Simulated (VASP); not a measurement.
The input files of a VASP run:

POSCAR:
```
SiSn
1
    0.0000000000     2.5809789491     2.5809789491
    2.5809789491     0.0000000000     2.5809789491
    2.5809789491     2.5809789491     0.0000000000
Si Sn
1 1
Direct
  1.0000000000   1.0000000000   0.0000000000
  0.5000000000   0.5000000000   0.5000000000
```

**INCAR**
```
LMAXMIX=4   ! l cut-off of mixed one-centre charges
LREAL=F
ISIF=3
SYSTEM=SiSn
GGA=PS
ENCUT=500   ! plane-wave cut-off (eV)
IBRION=2   ! conjugate gradients
LCHARG=F
LASPH=T
LWAVE=F
PSTRESS=300   ! kbar
NSW=40
NELM=100   ! most electronic steps
EDIFF=1E-6
ISMEAR=1   ! Methfessel-Paxton
ALGO=Normal
EDIFFG=-0.02
PREC=Accurate
SIGMA=0.1   ! width (eV)
```

**KPOINTS**
```
K-points
0
Gamma
12 12 12
0 0 0
```

POTCAR, in this order: Si Sn_d (PBE.64 set). Program: vasp_std.

Task: Translate this PBEsol calculation to Quantum ESPRESSO's pw.x.

Result: One equivalent input (not run):
```
&CONTROL
  calculation = 'vc-relax'
  pseudo_dir = './pseudo'
  outdir = './out'
  tprnfor = .true.
  tstress = .true.
  nstep = 40
  forc_conv_thr = 0.00078
/
&SYSTEM
  ibrav = 0
  nat = 2
  ntyp = 2
  ecutwfc = 72
  occupations = 'smearing'
  smearing = 'methfessel-paxton'
  degauss = 0.00735
  input_dft = 'pbesol'
/
&ELECTRONS
  conv_thr = 7.3e-08
  electron_maxstep = 100
/
&IONS
/
&CELL
  press = 300
/
ATOMIC_SPECIES
  Si 28.085 Si.upf
  Sn 118.710 Sn.upf
CELL_PARAMETERS angstrom
     0.0000000    2.5809789    2.5809789
     2.5809789    0.0000000    2.5809789
     2.5809789    2.5809789    0.0000000
ATOMIC_POSITIONS crystal
  Si   1.0000000  1.0000000  0.0000000
  Sn   0.5000000  0.5000000  0.5000000
K_POINTS automatic
  12 12 12 0 0 0
```
The two are equivalent in intent, not identical: the potentials are each code's own (VASP's PAW set, PseudoDojo norm-conserving files in pw.x), so ENCUT and ecutwfc are chosen apart and not converted; conv_thr bounds pw.x's estimated SCF error, while EDIFF bounds the energy change between steps; forc_conv_thr acts on force components and is met together with etot_conv_thr.

The structure was generated: SiSn was put into the rock salt type (Fm-3m), which need not be its known phase. It was relaxed first under an external pressure of 30 GPa.
